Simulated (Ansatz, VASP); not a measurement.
## Cross-check of RbYbF3 between VASP and Ansatz

One calculation is typed for both programs; each brings its own data sets. How far apart do they land? The cell is taken from a series of runs on this material, whose earlier steps may have relaxed, scaled, displaced or heated it; both programs get it as it stands.

Program: Ansatz 0.2.0. Level of theory: plane waves, with VASP 6.6.1 beside it; zone-centre phonons at PBEsol, DFT+U. Results are calculated unless marked as measured.

### 1. The starting structure

Symmetry: Pm-3m, No. 221, cubic system. The conventional cell has a = 4.542 Å, b = 4.542 Å, c = 4.542 Å, α = 90.00°, β = 90.00°, γ = 90.00°. Rb has 12 F at 3.21 Å nearest. Nearest to Yb lie 6 F at 2.27 Å. F has 2 Yb at 2.27 Å and 4 Rb at 3.21 Å nearest. Farther neighbours and most contacts between anions are not listed.

### 2. Ansatz: zone-centre phonons, PBEsol, DFT+U

Ansatz runs on its default PAW (the set named soft_2) files.

Second derivatives magnify differences that forces hide, and they need a tight electronic threshold.

File input.yaml:

```yaml
crystal:
  lattice:
    - [4.5416503417, 0.0, 0.0]
    - [0.0, 4.5416503417, 0.0]
    - [0.0, 0.0, 4.5416503417]
  atoms:
    - { symbol: Rb, position: [0.0, 0.0, 0.0] }
    - { symbol: Yb, position: [0.5, 0.5, 0.5] }
    - { symbol: F, position: [0.0, 0.5, 0.5] }
    - { symbol: F, position: [0.5, 0.0, 0.5] }
    - { symbol: F, position: [0.5, 0.5, 0.0] }
kpoints:
  mp_grid: { grid: [8, 8, 8] }
hamiltonian:
  xc: pbesol
  hubbard: { sites: [{ species: Yb, l: f, u_eff: 6.0 }] }
scf:
  occupations: { method: fixed }
  convergence: { dr2_threshold: 1.0e-10 }
output:
  eigenvalues: true
phonons:
  method: dfpt
  dielectric: true
  rigid_motions: translations
```

Started as:

```sh
> ansatz run input.yaml --threads 8 --pin off --max-ram 14336MiB --backend cpu --events-out ev --progress --plain --runs-dir out
```

Numbers of over 12 decimals in the logs are rounded to 6 here.

The program printed:

```text
Rb: projections on atomic orbitals take those of the free atom [Ar 3d10] 4s2 4p6 5s1, of charge +0.00 (hamiltonian.pseudopotentials.projection_atoms); the dataset's partial waves leave at most 2.5e-6 of an orbital's norm unspanned inside its sphere
Yb: projections on atomic orbitals take those of the free atom [Kr 4d10] 4f14 5s2 5p6 5d0 6s2, of charge +0.00 (hamiltonian.pseudopotentials.projection_atoms); the dataset's partial waves leave at most 1.5e-4 of an orbital's norm unspanned inside its sphere
F: projections on atomic orbitals take those of the free atom [He] 2s2 2p5, of charge +0.00 (hamiltonian.pseudopotentials.projection_atoms); the dataset's partial waves leave at most 1.6e-8 of an orbital's norm unspanned inside its sphere
Engine: ansatz 0.2.0, x86_64-unknown-linux-gnu
Pseudopotentials: kind: paw
Pseudopotential: Rb, paw, valence charge 9, recommended cutoff 420 eV (normal), Rb.paw.azcp
Pseudopotential: Yb, paw, valence charge 24, recommended cutoff 420 eV (normal), Yb.paw.azcp
Pseudopotential: F, paw, valence charge 7, recommended cutoff 420 eV (normal), F.paw.azcp
Functional definition: PBEsol
  exchange = pbesol_x
  correlation = pbesol_c
Crystal: 5 atoms, lattice volume = 93.679 Å³
Basis set: ecut = 420 eV, 1839 PW (Γ), exchange–correlation on 64×64×64 points (8 copies of the dense FFT grid, shifted against one another)
Bands: 33, of which v1, the nominal top of the filled ones, is band 27 counted from 1 (26 counted from 0)
Symmetry: 48 space group operations
k-points: 170 of 512 (irreducible under 2 space group operations, time reversal used)
Non-local potential: Rb, projectors of the file, l = 0: 3, l = 1: 2, l = 2: 2
Non-local potential: Yb, projectors of the file, l = 0: 3, l = 1: 2, l = 2: 2, l = 3: 3
Non-local potential: F, projectors of the file, l = 0: 2, l = 1: 2, l = 2: 1
PAW form: soft (Blöchl's): semilocal exchange-correlation on the pseudo side does not see the compensation charge
PAW frozen core: Rb, regenerated for the run's functional, and the local potential with it (the file was generated under x = pbe(κ = 0.804, μ = 0.219515), c = pbe(β = 0.066725))
PAW frozen core: Yb, regenerated for the run's functional, and the local potential with it (the file was generated under x = pbe(κ = 0.804, μ = 0.219515), c = pbe(β = 0.066725))
PAW frozen core: F, regenerated for the run's functional, and the local potential with it (the file was generated under x = pbe(κ = 0.804, μ = 0.219515), c = pbe(β = 0.066725))
PAW one-centre angular grid: Rb, 110 points (default); XC on 64 Gauss nodes
PAW one-centre angular grid: Yb, 590 points (default); XC on 64 Gauss nodes
PAW one-centre angular grid: F, 110 points (default); XC on 64 Gauss nodes
Initial density: superposition of atomic densities (chi_scale 0.1, normalization cell, long waves of neutral atoms under a Hubbard term (reshape's long-wave potential 0.01 eV rms, cloud 2.77 Å wide))
Initial wavefunctions: pseudopotential atomic-orbital guess
Functional: x = pbesol(κ = 0.804, μ = 0.123457), c = pbesol(β = 0.046)
SCF iter   1: F=—  HF=-19305.386694 eV  |F-HF|=—  |Δ(HF+E_count)|=         —  Δρ=9.74e-2  dr2=8.21e0  ethr=3.10e-3  ⟨swp⟩=5.8  Hψ=22664  notcnv=0  defer=527
preconditioner: auto → Resta (q_TF=auto, 2.489 Å⁻¹)  ε∞=4.8  [insulator: Δε(μ)=3.164 eV  Ē_g=13.965 eV  n_scr=26 (ndim 8)  ℏωp=27.1 eV  f_vac=0.019  ε∞_Penn≈4.8]
SCF iter   2: F=—  HF=-19303.536178 eV  |F-HF|=—  |Δ(HF+E_count)|=    1.85e0  Δρ=3.35e-2  dr2=1.27e0  ethr=3.10e-3  ⟨swp⟩=4.1  Hψ=15750  notcnv=0  defer=558
SCF iter   3: F=—  HF=-19303.020323 eV  |F-HF|=—  |Δ(HF+E_count)|=   5.16e-1  Δρ=2.85e-2  dr2=9.84e-1  ethr=2.34e-3  ⟨swp⟩=3.3  Hψ=13715  notcnv=0  defer=560
SCF iter   4: F=—  HF=-19302.738184 eV  |F-HF|=—  |Δ(HF+E_count)|=   2.82e-1  Δρ=1.56e-2  dr2=2.94e-1  ethr=1.82e-3  ⟨swp⟩=3.5  Hψ=12234  notcnv=0  defer=626
SCF iter   5: F=—  HF=-19302.664672 eV  |F-HF|=—  |Δ(HF+E_count)|=   7.35e-2  Δρ=5.43e-3  dr2=3.62e-2  ethr=5.44e-4  ⟨swp⟩=3.1  Hψ=10961  notcnv=0  defer=640
SCF iter   6: F=—  HF=-19302.673419 eV  |F-HF|=—  |Δ(HF+E_count)|=   8.75e-3  Δρ=1.42e-3  dr2=2.61e-3  ethr=6.71e-5  ⟨swp⟩=3.1  Hψ=10559  notcnv=0  defer=645
SCF iter   7: F=—  HF=-19302.674174 eV  |F-HF|=—  |Δ(HF+E_count)|=   7.56e-4  Δρ=2.70e-4  dr2=6.92e-5  ethr=4.83e-6  ⟨swp⟩=2.9  Hψ=10393  notcnv=0  defer=660
SCF iter   8: F=—  HF=-19302.674277 eV  |F-HF|=—  |Δ(HF+E_count)|=   1.02e-4  Δρ=8.25e-5  dr2=5.01e-6  ethr=1.28e-7  ⟨swp⟩=2.6  Hψ=11026  notcnv=0  defer=666
SCF iter   9: F=—  HF=-19302.674283 eV  |F-HF|=—  |Δ(HF+E_count)|=   5.96e-6  Δρ=1.67e-5  dr2=2.09e-7  ethr=9.27e-9  ⟨swp⟩=2.0  Hψ=10202  notcnv=0  defer=595
SCF iter  10: F=—  HF=-19302.674283 eV  |F-HF|=—  |Δ(HF+E_count)|=   5.14e-7  Δρ=3.87e-6  dr2=1.14e-8  ethr=3.87e-10  ⟨swp⟩=2.0  Hψ=9982  notcnv=0  defer=615
[...]
SCF iter  12: F=—  HF=-19302.674283 eV  |F-HF|=—  |Δ(HF+E_count)|=  8.95e-10  Δρ=8.95e-7  dr2=5.23e-10  ethr=5.71e-12  ⟨swp⟩=3.0  Hψ=10741  notcnv=0  defer=615
SCF iter  13: F=-19302.674283 eV  HF=-19302.674283 eV  |F-HF|=6.18e-11  |Δ(HF+E_count)|=  2.55e-10  Δρ=1.69e-7  dr2=2.73e-11  ethr=1.00e-12  ⟨swp⟩=17.2  Hψ=49104  notcnv=0
SCF 1 converged in 13 iterations: F = -19302.674283 eV  dr2 = 2.73e-11
[...]
Bands: 28, of which v1, the nominal top of the filled ones, is band 27 counted from 1 (26 counted from 0)
k-points: 20 of 512
Initial density: handed on by an earlier stage of this run
Initial wavefunctions: pseudopotential atomic-orbital guess (no wavefunctions were taken with the density)
Eigensolver: Dense (20 Hₖ)
SCF iter   1: F=—  HF=-19302.652918 eV  |F-HF|=—  |Δ(HF+E_count)|=         —  Δρ=4.63e-4  dr2=4.50e-5  ethr=1.00e-1
preconditioner: auto → Resta (q_TF=auto, 2.489 Å⁻¹)  ε∞=5.5  [insulator: Δε(μ)=1.228 eV  Ē_g=13.105 eV  n_scr=26 (ndim 8)  ℏωp=27.7 eV  f_vac=0.131  ε∞_Penn≈5.5]
SCF iter   2: F=—  HF=-19302.652910 eV  |F-HF|=—  |Δ(HF+E_count)|=   8.62e-6  Δρ=1.85e-4  dr2=1.97e-5  ethr=8.33e-8
SCF iter   3: F=—  HF=-19302.652909 eV  |F-HF|=—  |Δ(HF+E_count)|=   8.61e-7  Δρ=9.23e-5  dr2=2.67e-6  ethr=3.66e-8
SCF iter   4: F=—  HF=-19302.652908 eV  |F-HF|=—  |Δ(HF+E_count)|=   1.28e-6  Δρ=4.89e-5  dr2=1.18e-6  ethr=4.94e-9
SCF iter   5: F=—  HF=-19302.652907 eV  |F-HF|=—  |Δ(HF+E_count)|=   5.67e-7  Δρ=8.85e-6  dr2=4.40e-8  ethr=2.18e-9
SCF iter   6: F=—  HF=-19302.652907 eV  |F-HF|=—  |Δ(HF+E_count)|=   2.18e-8  Δρ=1.66e-6  dr2=3.72e-9  ethr=8.15e-11
SCF iter   7: F=—  HF=-19302.652907 eV  |F-HF|=—  |Δ(HF+E_count)|=  3.86e-10  Δρ=4.62e-7  dr2=5.08e-10  ethr=6.89e-12
SCF iter   8: F=-19302.652907 eV  HF=-19302.652907 eV  |F-HF|=3.64e-12  |Δ(HF+E_count)|=  1.20e-10  Δρ=1.52e-7  dr2=6.01e-11  ethr=1.00e-12
SCF 1 converged in 8 iterations: F = -19302.652907 eV  dr2 = 6.01e-11
DFPT response loops at Γ: preconditioner auto → Resta (q_TF=auto, 2.489 Å⁻¹)  ε∞=7.0 (no band partly filled); β = 1.00, the filter's whole step (`scf.mixing.beta` (0.50) is not read by the response loops at its default; to damp them type it under 1.00, their step now; it binds the ground state too); Broyden in place of MSR1
SCF converged after 13 iterations
Free energy (F): -19302.674283 eV
Harris-Foulkes:  -19302.674283 eV  (|F-HF|=6.18e-11)
Internal energy: -19302.674283 eV  (E = F + TS)
E sigma→0 (E₀):  -19302.674283 eV
Fermi energy:    7.989222 eV
--- Per-component energies (eV) ---
  E_band       = -174.343523
  E_kinetic    = 1165.308520
  E_local      = -9663.255390  (includes V_loc(G=0)·N_el)
  E_nonlocal   = 969.394887
  E_hartree    = 4088.981376
  E_xc         = -527.350109
  E_vxc        = -643.438121  (∫ρ·V_xc dr)
  E_hubbard    = 0.055519  (on-site DFT+U / exact-exchange correction)
  E_vhub       = -41.833335  (the Hubbard potential's part of the band-sum identity)
  E_paw        = -10397.791065  (= ΣΔE_a)
  E_vpaw       = -138.488719  (= ΣTr[D̂ρ^β])
  E_aug_tail   = 0.006137  (compensation charges beyond the density's cutoff)
  E_ewald      = -4939.404351
  E_core_change = 1.380193  (= ΣΔE_core)
  E_smearing   = -0.000000  (= −TS)
  E_closure    = 0.000000  (closes the sum)
  Σ components = -19302.674283   (vs F -19302.674283, Δ=0.00e0)
--- Band table (eV; the first three rows and the last of 170) ---
  k-point 0: bands = [... 23 lower, 7.8272, 7.9892, 7.9892, 7.9892, 9.0323, 11.8364, 11.8364, 12.3379, ... 2 higher]
  k-point 1: bands = [... 23 lower, 7.8266, 7.9609, 7.9821, 7.9821, 9.2611, 11.9525, 11.9693, 12.4156, ... 2 higher]
  k-point 2: bands = [... 23 lower, 7.8253, 7.9080, 7.9688, 7.9688, 9.8641, 12.2412, 12.2549, 12.6335, ... 2 higher]
  k-point 169: bands = [... 23 lower, 7.7228, 7.7820, 7.7820, 7.7820, 12.5727, 12.5727, 12.5727, 13.9373, ... 2 higher]
Occupation matrices written to <dir>
--- Phonons (Γ-DFPT): 4 representative perturbations + reference (Σ response iterations 28) ---
  k mesh reduced under 2 symmetry operations, with k and −k counted as one. Each operation leaves every solved perturbation unchanged. A smaller set is not considered because the run has a Hubbard term
  ASR residual: 9.526e-4 → 0.000e0 eV/Å²; symmetrization residual: 6.032e-8 eV/Å²
  ASR residual per site (eV/Å²): 2.91e-5 7.30e-4 9.53e-4 9.53e-4 9.53e-4
  Γ frequencies (cm⁻¹): -21.11 -21.11 -21.11 0.00 0.00 0.00 33.16 33.16 33.16 104.79 104.79 104.79 361.69 361.69 361.69
  ε∞ (high-frequency dielectric tensor):
        2.327508     0.000000     0.000000
        0.000000     2.327508     0.000000
        0.000000     0.000000     2.327508
  softest optical mode at Γ: -21.11 cm⁻¹; the repairs (sum rule, projections) moved no ω² at Γ by more than (3.69 cm⁻¹)²
  Born effective charges Z* (e; rows j = field, columns β = displacement):
    site 0:
         1.24755    0.00000    0.00000
         0.00000    1.24755    0.00000
         0.00000    0.00000    1.24755
    site 1:
         2.40858   -0.00000    0.00000
         0.00000    2.40858    0.00000
         0.00000    0.00000    2.40858
    site 2:
        -1.86937    0.00000    0.00000
         0.00000   -0.89338    0.00000
         0.00000    0.00000   -0.89338
    site 3:
        -0.89338   -0.00000    0.00000
        -0.00000   -1.86937    0.00000
         0.00000    0.00000   -0.89338
    site 4:
        -0.89338   -0.00000    0.00000
        -0.00000   -0.89338    0.00000
         0.00000    0.00000   -1.86937
  Z* charge neutrality: 6.280e-4 e pre-enforcement
  solved inside a basis spanned on kpoints, on 8×8×8 k-points, its susceptibility summed on 12×12×12: ε∞ is read to err by 4.4e-3, Z* by 2.5e-2 e (field_mesh: kpoints solves on kpoints); Z* is corrected for what the basis lacks
  optical modes at Γ without the LO–TO term, one row a degenerate level:
      ω (cm⁻¹)  modes    IR ((D/Å)²/amu)
        -21.11      3             5.7773
         33.16      3             0.0000
        104.79      3             3.9777
        361.69      3            12.3718
  optical modes at Γ + LO–TO along q̂ = [1.0000, 0.0000, 0.0000]:
      ω (cm⁻¹)  modes    IR ((D/Å)²/amu)
        -21.11      2             3.8515
         33.16      3             0.0000
[...]
optical modes at Γ + LO–TO along q̂ = [0.0000, 1.0000, 0.0000]:
      ω (cm⁻¹)  modes    IR ((D/Å)²/amu)
[...]
424.36      1             5.7897
  optical modes at Γ + LO–TO along q̂ = [0.0000, 0.0000, 1.0000]:
      ω (cm⁻¹)  modes    IR ((D/Å)²/amu)
        -21.11      2             3.8515
         33.16      3             0.0000
         70.50      1             0.1018
        104.79      2             2.6518
        168.68      1             1.4841
        361.69      2             8.2479
        424.36      1             5.7897
```

(Continued in part 2 of 2.)

[Lines on the potential files, build, host, timing and source positions are cut from VASP's logs without a mark.]

[Logs are printed without paths, hosts, clocks, repeated set-up lines and the standing remarks that a program may print on its own settings, such as how far it seeks lower states.]

[Hosts, paths, dates, database ids (printed as entryN), source tags and the programs' standing remarks are cut or masked in the printed files.]
